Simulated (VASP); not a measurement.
All values below come from PBEsol GGA, VASP's PBE PAW potentials (set 64) (plane waves; VASP 6.6.1).

The input files of a VASP run:

File KPOINTS:
```
Automatic mesh
0
Gamma
6 6 5
0 0 0
```

### INCAR
```
ISIF  =  4   # ions and shape, fixed volume
IBRION  =  2
LASPH  =  .True.
ALGO  =  Normal
ISMEAR  =  0
NELM  =  100   # most electronic steps
EDIFFG  =  -0.01
SIGMA  =  0.05
LCHARG  =  .False.
EDIFF  =  1E-7
ENCUT  =  520
LMAXMIX  =  4   # l cut-off of mixed one-centre charges
SYSTEM  =  PbO
GGA  =  PS   # PBEsol
NSW  =  30
LWAVE  =  .False.
PREC  =  Accurate
LREAL  =  .False.   # projection in real space or not
```

**POSCAR**
```
PbO
1
    3.9494179787     0.0000000000     0.0000000000
    0.0000000000     3.9494179787     0.0000000000
    0.0000000000     0.0000000000     4.9810722392
Pb O
2 2
Direct
  0.5000000000   0.0000000000   0.7642971501
  0.0000000000   0.5000000000   0.2357028499
  0.5000000000   0.5000000000   0.0000000000
  0.0000000000   0.0000000000   0.0000000000
```

POTCAR, in this order: Pb_d O (PBE.64 set). Program: vasp_std.

Without a dispersion term in the relaxation, distances and binding between the weakly bound layers, chains or molecules are unreliable, and so is what depends on them.

Q: What does the run give for the energy per atom (σ→0)?

A: 
The energy per atom (σ→0) is -5.717 eV/atom.

**OSZICAR**
```
...
DAV:   2    -0.228723098336E+02    0.95155E-02   -0.45973E-02  2208   0.265E+00    0.469E-01
DAV:   3    -0.228662351933E+02    0.60746E-02   -0.67421E-03  2000   0.123E+00    0.107E-01
DAV:   4    -0.228660326663E+02    0.20253E-03   -0.17631E-03  2184   0.422E-01    0.242E-02
DAV:   5    -0.228660337261E+02   -0.10598E-05   -0.14714E-04  1680   0.120E-01    0.911E-03
DAV:   6    -0.228660322708E+02    0.14553E-05   -0.81421E-06  2328   0.468E-02    0.431E-03
DAV:   7    -0.228660324855E+02   -0.21472E-06   -0.16589E-06  1640   0.109E-02    0.159E-03
DAV:   8    -0.228660324902E+02   -0.46684E-08   -0.19378E-07  1096   0.426E-03
   5 F= -.22866032E+02 E0= -.22866032E+02  d E =-.294939E-02
```

The compound is PbO in the litharge structure. This cell is one point of a volume scan, at 0.97 of the reference volume. Symmetry was kept, so distortions that lower it aren't found.
